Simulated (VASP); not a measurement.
Consider the following.

```
CELL_PARAMETERS angstrom
      0.00000     2.04000     2.04000
      2.04000     0.00000     2.04000
      2.04000     2.04000     0.00000
ATOMIC_POSITIONS crystal
  Au 0.00000 0.00000 0.00000
```

These are PBE GGA, VASP's PBE PAW potentials (set 64) (plane waves; VASP) values and carry that method's errors. Settings: 300 eV cut-off, 18×18×18 Γ-centred mesh, Gaussian smearing of 0.10 eV, potentials Au.

Q: Give the energies of bands 1 to 7 at the high-symmetry points, in eV from the Fermi level.

A: 
```
band      Γ      X      U      L      W
----  -----  -----  -----  -----  -----
1     -9.88  -7.08  -6.47  -7.33  -5.97
2     -4.69  -6.76  -5.84  -4.73  -5.16
3     -4.69  -2.00  -3.83  -4.73  -5.16
4     -4.69  -1.63  -2.88  -1.96  -3.32
5     -3.16  -1.63  -2.08  -1.96  -1.63
6     -3.16   1.03   3.88  -0.96   4.75
7     14.54   5.82   4.70   3.11   6.33
```

It has no gap at this level: it comes out as a metal or semimetal.

The structure is a typed Au crystal (Fm-3m). The cell was not relaxed at this level.
